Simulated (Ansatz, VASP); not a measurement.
# C (Diamond): VASP beside Ansatz

Aim: how closely do two programs agree when they are given the same cell, functional and k mesh?

Main program and level: Ansatz 0.2.0; plane waves, with VASP 6.6.1 beside it; G0W0 gap at PBE.

**1. The structure**

The structure is cubic, space group Fd-3m (No. 227). The conventional cell has a = 3.637 Å, b = 3.637 Å, c = 3.637 Å, α = 90.00°, β = 90.00°, γ = 90.00°. Nearest to C lie 4 C at 1.57 Å.

As a file:

```xyz
2
Lattice="0.0000 1.8183 1.8183 1.8183 0.0000 1.8183 1.8183 1.8183 0.0000" Properties=species:S:1:pos:R:3 pbc="T T T"
C     2.7275    2.7275    2.7275
C     1.8183    1.8183    1.8183
```

**2. VASP: G0W0 gap, PBE**

Quasiparticle shifts depend on high empty states and on the cores, so they are the hardest test of two PAW sets.

Lines of VASP's logs that name or quote its potential files are left out, and so is its time.

The run reads the wave functions of an earlier VASP run, which isn't shown here.

Contents of INCAR:

```
SYSTEM = C
PREC = Accurate
ENCUT = 440
ISMEAR = 0
SIGMA = 0.01
LREAL = .FALSE.
GGA = PE
NBANDS = 48
ALGO = EVGW0
NELMGW = 1
ENCUTGW = 150
NOMEGA = 48
PRECFOCK = Fast
NBANDSGW = 16
LWAVE = .FALSE.
LCHARG = .FALSE.
```

Contents of POSCAR:

```
C
1.0
    0.0000000000      1.8183469191      1.8183469191
    1.8183469191      0.0000000000      1.8183469191
    1.8183469191      1.8183469191      0.0000000000
C
2
Direct
    0.7500000000      0.7500000000      0.7500000000
    0.5000000000      0.5000000000      0.5000000000
```

Contents of KPOINTS:

```
Automatic mesh
0
Gamma
8 8 8
0 0 0
```

The projector-augmented-wave data sets are C_GW (PBE family, release 64).

Run with:

```sh
> mpirun -np 8 vasp_std
```

Numbers of over 12 decimals in the logs are rounded to 6 here.

The log of the run:

```text
[banner, memory and clock lines left out]
running    8 mpi-ranks, on    1 nodes
 distrk:  each k-point on    8 cores,    1 groups
 distr:  one band on    1 cores,    8 groups

 POSCAR found type information on POSCAR C
 POSCAR found :  1 types and       2 ions
|                                                                             |
|           W    W    AA    RRRRR   N    N  II  N    N   GGGG   !!!           |
|           W    W   A  A   R    R  NN   N  II  NN   N  G    G  !!!           |
|           W    W  A    A  R    R  N N  N  II  N N  N  G       !!!           |
|           W WW W  AAAAAA  RRRRR   N  N N  II  N  N N  G  GGG   !            |
|           WW  WW  A    A  R   R   N   NN  II  N   NN  G    G                |
|           W    W  A    A  R    R  N    N  II  N    N   GGGG   !!!           |
|                                                                             |
|     For optimal performance we recommend to set                             |
|       NCORE = 2 up to number-of-cores-per-socket                            |
|     NCORE specifies how many cores store one orbital (NPAR=cpu/NCORE).      |
|     This setting can greatly improve the performance of VASP for DFT.       |
|     The default, NCORE=1 might be grossly inefficient on modern             |
|     multi-core architectures or massively parallel machines. Do your        |
|     Unfortunately you need to use the default for GW and RPA                |
|     calculations (for HF NCORE is supported but not extensively tested      |
|     yet).                                                                   |
|                                                                             |

|                                                                             |
|           W    W    AA    RRRRR   N    N  II  N    N   GGGG   !!!           |
|           W    W   A  A   R    R  NN   N  II  NN   N  G    G  !!!           |
|           W    W  A    A  R    R  N N  N  II  N N  N  G       !!!           |
|           W WW W  AAAAAA  RRRRR   N  N N  II  N  N N  G  GGG   !            |
|           WW  WW  A    A  R   R   N   NN  II  N   NN  G    G                |
|           W    W  A    A  R    R  N    N  II  N    N   GGGG   !!!           |
|                                                                             |
|     The default for ENCUTGWSOFT is different in this version of VASP.       |
|     please manually set ENCUTGWSOFT =150 in the INCAR file.                 |
|                                                                             |

 LDA part: xc-table for (Slater+PW92), standard interpolation
 found WAVECAR, reading the header
 POSCAR, INCAR and KPOINTS ok, starting setup
 FFT: planning ... GRIDC
 FFT: planning ... GRID_SOFT
 FFT: planning ... GRID
 reading WAVECAR
 the WAVECAR file was read successfully
 initial charge from wavefunction
 available memory per node:     49.38 GB, setting MAXMEM to     50562

 The Fermi energy was updated, please check that it is located mid-gap
 values below the HOMO (VB) or above the LUMO (CB) will cause erroneous energies
 E-fermi :  10.9395

 calculate exact exchange contribution
 the WAVEDER file was read successfully
energies w=
    0.000    0.000    1.176    0.000    2.346    0.000    3.508    0.000
    4.656    0.000    5.788    0.000    6.901    0.000    7.994    0.000
    9.067    0.000   10.120    0.000   11.155    0.000   12.172    0.000
   13.175    0.000   14.166    0.000   15.149    0.000   16.125    0.000
   17.100    0.000   18.077    0.000   19.060    0.000   20.055    0.000
   21.065    0.000   22.096    0.000   23.155    0.000   24.248    0.000
   25.383    0.000   26.568    0.000   27.814    0.000   29.133    0.000
   30.537    0.000   32.045    0.000   33.675    0.000   35.453    0.000
   37.409    0.000   39.582    0.000   42.021    0.000   44.790    0.000
   47.970    0.000   51.678    0.000   56.067    0.000   61.358    0.000
   67.874    0.000   76.103    0.000   86.830    0.000  101.390    0.000
  122.257    0.000  154.582    0.000  211.181    0.000  335.202    0.000
 responsefunction array rank=      64
 LDA part: xc-table for (Slater+PW92), standard interpolation

 min. memory requirement per mpi rank    103.4 MB, per node    826.9 MB

 allocating   6 responsefunctions rank=    64
 shmem allocating  48 responsefunctions rank=    64
 response function shared by NCSHMEM nodes    1
 Doing            6  frequencies on each core in blocks of           48
NQ=   1    0.0000    0.0000    0.0000,
|.........|.........|.........|.........|.........|.........|.........|.........
 performed        224000 updates of chi_q(r,r)
 total number of BLAS operations          6.26 Gflops
NQ=   2    0.1250    0.0000    0.0000,
|.........|.........|.........|.........|.........|.........|.........|.........
 performed        662000 updates of chi_q(r,r)
 total number of BLAS operations         18.05 Gflops
NQ=   3    0.2500    0.0000    0.0000,
|.........|.........|.........|.........|.........|.........|.........|.........
 performed       1100000 updates of chi_q(r,r)
 total number of BLAS operations         28.66 Gflops
NQ=   4    0.3750    0.0000    0.0000,
|.........|.........|.........|.........|.........|.........|.........|.........
 performed       1538000 updates of chi_q(r,r)
 total number of BLAS operations         36.08 Gflops
NQ=   5    0.5000    0.0000    0.0000,
|.........|.........|.........|.........|.........|.........|.........|.........
 performed       1890000 updates of chi_q(r,r)
 total number of BLAS operations         43.70 Gflops
NQ=   6    0.1250    0.1250    0.0000,
|.........|.........|.........|.........|.........|.........|.........|.........
 performed       2315000 updates of chi_q(r,r)
 total number of BLAS operations         55.56 Gflops
NQ=   7    0.2500    0.1250    0.0000,
|.........|.........|.........|.........|.........|.........|.........|.........
 performed       3066000 updates of chi_q(r,r)
 total number of BLAS operations         73.10 Gflops
NQ=   8    0.3750    0.1250    0.0000,
|.........|.........|.........|.........|.........|.........|.........|.........
 performed       3817000 updates of chi_q(r,r)
 total number of BLAS operations         87.53 Gflops
NQ=   9    0.5000    0.1250    0.0000,
|.........|.........|.........|.........|.........|.........|.........|.........
 performed       4568000 updates of chi_q(r,r)
 total number of BLAS operations        101.97 Gflops
NQ=  10   -0.3750    0.1250    0.0000,
|.........|.........|.........|.........|.........|.........|.........|.........
 performed       5319000 updates of chi_q(r,r)
 total number of BLAS operations        117.61 Gflops
NQ=  11   -0.2500    0.1250    0.0000,
|.........|.........|.........|.........|.........|.........|.........|.........
 performed       6070000 updates of chi_q(r,r)
 total number of BLAS operations        133.87 Gflops
NQ=  12   -0.1250    0.1250    0.0000,
|.........|.........|.........|.........|.........|.........|.........|.........
 performed       6674000 updates of chi_q(r,r)
 total number of BLAS operations        149.57 Gflops
NQ=  13    0.2500    0.2500    0.0000,
|.........|.........|.........|.........|.........|.........|.........|.........
 performed       7099000 updates of chi_q(r,r)
 total number of BLAS operations        158.79 Gflops
NQ=  14    0.3750    0.2500    0.0000,
|.........|.........|.........|.........|.........|.........|.........|.........
 performed       7850000 updates of chi_q(r,r)
 total number of BLAS operations        173.82 Gflops
NQ=  15    0.5000    0.2500    0.0000,
|.........|.........|.........|.........|.........|.........|.........|.........
 performed       8601000 updates of chi_q(r,r)
 total number of BLAS operations        188.85 Gflops
NQ=  16   -0.3750    0.2500    0.0000,
|.........|.........|.........|.........|.........|.........|.........|.........
 performed       9352000 updates of chi_q(r,r)
 total number of BLAS operations        202.71 Gflops
NQ=  17   -0.2500    0.2500    0.0000,
|.........|.........|.........|.........|.........|.........|.........|.........
 performed       9956000 updates of chi_q(r,r)
 total number of BLAS operations        214.31 Gflops
NQ=  18    0.3750    0.3750    0.0000,
|.........|.........|.........|.........|.........|.........|.........|.........
 performed      10381000 updates of chi_q(r,r)
 total number of BLAS operations        223.52 Gflops
NQ=  19    0.5000    0.3750    0.0000,
|.........|.........|.........|.........|.........|.........|.........|.........
 performed      11132000 updates of chi_q(r,r)
 total number of BLAS operations        237.38 Gflops
NQ=  20   -0.3750    0.3750    0.0000,
|.........|.........|.........|.........|.........|.........|.........|.........
 performed      11736000 updates of chi_q(r,r)
 total number of BLAS operations        250.45 Gflops
NQ=  21    0.5000    0.5000    0.0000,
|.........|.........|.........|.........|.........|.........|.........|.........
 performed      12046000 updates of chi_q(r,r)
 total number of BLAS operations        256.18 Gflops
NQ=  22    0.3750    0.2500    0.1250,
|.........|.........|.........|.........|.........|.........|.........|.........
 performed      12883000 updates of chi_q(r,r)
 total number of BLAS operations        272.93 Gflops
NQ=  23    0.5000    0.2500    0.1250,
|.........|.........|.........|.........|.........|.........|.........|.........
 performed      13849000 updates of chi_q(r,r)
 total number of BLAS operations        292.26 Gflops
NQ=  24   -0.3750    0.2500    0.1250,
|.........|.........|.........|.........|.........|.........|.........|.........
 performed      14631000 updates of chi_q(r,r)
 total number of BLAS operations        309.19 Gflops
NQ=  25    0.5000    0.3750    0.1250,
|.........|.........|.........|.........|.........|.........|.........|.........
 performed      15468000 updates of chi_q(r,r)
 total number of BLAS operations        324.62 Gflops
NQ=  26   -0.3750    0.3750    0.1250,
|.........|.........|.........|.........|.........|.........|.........|.........
 performed      16434000 updates of chi_q(r,r)
 total number of BLAS operations        343.96 Gflops
NQ=  27   -0.2500    0.3750    0.1250,
|.........|.........|.........|.........|.........|.........|.........|.........
 performed      17216000 updates of chi_q(r,r)
 total number of BLAS operations        358.98 Gflops
NQ=  28   -0.3750    0.5000    0.1250,
|.........|.........|.........|.........|.........|.........|.........|.........
 performed      17821000 updates of chi_q(r,r)
 total number of BLAS operations        371.10 Gflops
NQ=  29   -0.2500    0.5000    0.2500,
|.........|.........|.........|.........|.........|.........|.........|.........
 performed      18240000 updates of chi_q(r,r)
 total number of BLAS operations        377.60 Gflops
 resolving degeneracies of screened two electron integrals

 calculate QP shifts <psi_nk| G(iteration)W_0 |psi_nk>: iteration 1
 entering main loop
```

OUTCAR, selected parts (step 2):

```text
ion  position               nearest neighbor table
   1  0.750  0.750  0.750-   2 1.57   2 1.57   2 1.57   2 1.57
   2  0.500  0.500  0.500-   1 1.57   1 1.57   1 1.57   1 1.57

  LATTYP: Found a face centered cubic cell.
 ALAT       =     3.6366938382

 Subroutine GETGRP returns: Found 48 space group operations
 (whereof 24 operations were pure point group operations)

The static configuration has the point symmetry T_d .
 The point group associated with its full space group is O_h .

 Found     29 irreducible k-points:

   k-points           NKPTS =     29   k-points in BZ     NKDIM =    512   number of bands    NBANDS=     48

   dimension x,y,z NGX =    18 NGY =   18 NGZ =   18
   dimension x,y,z NGXF=    36 NGYF=   36 NGZF=   36

   ENCUT  =  440.0 eV  32.34 Ry    5.69 a.u.   4.40  4.40  4.40*2*pi/ulx,y,z

   NELECT =       8.0000    total number of electrons

  energy-cutoff  :      440.00
  volume of cell :       12.02
      direct lattice vectors                 reciprocal lattice vectors
     0.000000000  1.818346919  1.818346919    -0.274975031  0.274975031  0.274975031
     1.818346919  0.000000000  1.818346919     0.274975031 -0.274975031  0.274975031
     1.818346919  1.818346919  0.000000000     0.274975031  0.274975031 -0.274975031

 k-points in reciprocal lattice and weights: Automatic mesh
   0.00000000  0.00000000  0.00000000       0.002
   0.12500000  0.00000000  0.00000000       0.016
   0.25000000  0.00000000  0.00000000       0.016
   0.37500000  0.00000000  0.00000000       0.016
   0.50000000  0.00000000  0.00000000       0.008
   0.12500000  0.12500000  0.00000000       0.012
   0.25000000  0.12500000  0.00000000       0.047
   0.37500000  0.12500000  0.00000000       0.047
   0.50000000  0.12500000  0.00000000       0.047
[...]
-0.37500000  0.50000000  0.12500000       0.023
  -0.25000000  0.50000000  0.25000000       0.012

 E-fermi :  10.9395

 QP shifts <psi_nk| G(iteration)W_0 |psi_nk>: iteration 1
 for sc-GW calculations column KS-energies equals QP-energies in previous step
 and V_xc(KS)=  KS-energies - (<T + V_ion + V_H > + <T+V_H+V_ion>^1  + <V_x>^1)
 k-point   1 :       0.0000    0.0000    0.0000
  band No.  KS-energies  QP-energies   sigma(KS)   V_xc(KS)     V^pw_x(r,r')   Z            occupation Imag(sigma)
      1     -11.7717     -13.3193     -16.6477     -14.5902     -25.0585       0.7521       2.0000       1.4387
      2       8.9362       8.4514     -17.1690     -16.5804     -18.8310       0.8235       2.0000       0.0694
      3       8.9362       8.4514     -17.1690     -16.5804     -18.8310       0.8235       2.0000       0.0694
      4       8.9362       8.4514     -17.1690     -16.5804     -18.8310       0.8235       2.0000       0.0694
      5      14.3694      15.5332     -13.9089     -15.3319      -9.2218       0.8178       0.0000      -0.1009
      6      14.3694      15.5332     -13.9089     -15.3319      -9.2218       0.8178       0.0000      -0.1009
      7      14.3694      15.5332     -13.9089     -15.3319      -9.2218       0.8178       0.0000      -0.1009
      8      20.9440      22.0618     -14.8657     -16.3151      -8.0008       0.7711       0.0000      -0.2219
    ...

 k-point   2 :       0.1250    0.0000    0.0000
  band No.  KS-energies  QP-energies   sigma(KS)   V_xc(KS)     V^pw_x(r,r')   Z            occupation Imag(sigma)
      1     -11.3570     -12.8827     -16.6462     -14.6211     -24.9540       0.7534       2.0000       1.3866
      2       6.6263       5.9565     -16.8686     -16.0461     -19.1270       0.8145       2.0000       0.0895
      3       8.3247       7.8053     -17.0541     -16.4213     -18.8577       0.8209       2.0000       0.0734
      4       8.3247       7.8053     -17.0541     -16.4213     -18.8577       0.8209       2.0000       0.0734
      5      15.1745      16.3834     -14.0122     -15.4946      -9.1041       0.8155       0.0000      -0.1091
      6      15.1745      16.3834     -14.0122     -15.4946      -9.1041       0.8155       0.0000      -0.1091
      7      15.5155      16.6535     -14.1334     -15.5305      -9.2125       0.8146       0.0000      -0.1111
      8      21.4090      22.5747     -14.7301     -16.2470      -7.7521       0.7685       0.0000      -0.2343
    ...

 k-point   3 :       0.2500    0.0000    0.0000
  band No.  KS-energies  QP-energies   sigma(KS)   V_xc(KS)     V^pw_x(r,r')   Z            occupation Imag(sigma)
      1     -10.1271     -11.5871     -16.6585     -14.7222     -24.6518       0.7540       2.0000       1.2265
      2       2.6193       1.6334     -16.7242     -15.4768     -20.3263       0.7904       2.0000       0.1562
      3       7.2926       6.6855     -17.0114     -16.2682     -19.1603       0.8168       2.0000       0.0840
      4       7.2926       6.6855     -17.0114     -16.2682     -19.1603       0.8168       2.0000       0.0840
      5      16.4550      17.7310     -13.9315     -15.5052      -8.5993       0.8109       0.0000      -0.1258
      6      16.4550      17.7310     -13.9315     -15.5052      -8.5993       0.8109       0.0000      -0.1258
      7      16.5371      17.5934     -14.1982     -15.5008      -8.9059       0.8109       0.0000      -0.1261
      8      22.6199      23.8674     -14.1801     -15.8084      -6.9060       0.7662       0.0000      -0.2734
    ...

 k-point   4 :       0.3750    0.0000    0.0000
  band No.  KS-energies  QP-energies   sigma(KS)   V_xc(KS)     V^pw_x(r,r')   Z            occupation Imag(sigma)
      1      -8.1579      -9.5323     -16.7700     -14.9420     -24.2326       0.7519       2.0000       0.9697
      2      -1.2936      -2.4470     -16.5054     -14.9961     -21.4407       0.7643       2.0000       0.2872
      3       6.5486       5.8721     -17.0434     -16.2120     -19.4686       0.8137       2.0000       0.0926
      4       6.5486       5.8721     -17.0434     -16.2120     -19.4686       0.8137       2.0000       0.0926
      5      16.9098      17.8914     -14.2689     -15.4846      -8.8157       0.8074       0.0000      -0.1332
      6      17.0594      18.3206     -13.6286     -15.1846      -8.1238       0.8105       0.0000      -0.1324
      7      17.0594      18.3206     -13.6286     -15.1846      -8.1238       0.8105       0.0000      -0.1324
      8      23.7374      24.9358     -13.2219     -14.7779      -5.7653       0.7701       0.0000      -0.3099
    ...

[... 4 further parts left out ...]
```

(Part 1 of 2 ends here.)

[Lines on the potential files, build, host, timing and source positions are cut from VASP's logs without a mark.]

[Logs are printed without paths, hosts, clocks, repeated set-up lines and the standing remarks that a program may print on its own settings, such as how far it seeks lower states.]

[Hosts, paths, dates, database ids (printed as entryN), source tags and the programs' standing remarks are cut or masked in the printed files.]
